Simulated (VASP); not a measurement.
# HoSe2 (space group P4/nmm): computed properties

All values below come from PBEsol GGA, VASP's PBE PAW potentials (set 64) (plane waves; VASP).

| Property | Value |
|---|---|
| space group | P4/nmm (129) |
| cell | a = 3.9906 Å, b = 3.9906 Å, c = 8.1841 Å, α = 90.00°, β = 90.00°, γ = 90.00° |
| volume per atom | 21.72 Å^3/atom |
| band gap (over mesh and band path) | none (metal, semimetal or under 0.01 eV) |
| density | 8.23 g/cm³ |

```
CELL_PARAMETERS angstrom
      3.99062     0.00000     0.00000
      0.00000     3.99062     0.00000
      0.00000     0.00000     8.18415
ATOMIC_POSITIONS crystal
  Ho 0.00000 0.50000 0.72671
  Ho 0.50000 0.00000 0.27329
  Se 0.00000 0.50000 0.36983
  Se 0.50000 0.00000 0.63017
  Se 0.00000 0.00000 0.00000
  Se 0.50000 0.50000 0.00000
```

The 4f electrons are frozen in the core of the lanthanide potential, so 4f levels, which can set the real gap, and their magnetism are missing.

The structure comes from a computed database's HoSe2 entry (P4/nmm); how it stands against other phases isn't given here. It was relaxed first. Symmetry was kept, so distortions that lower it aren't found.
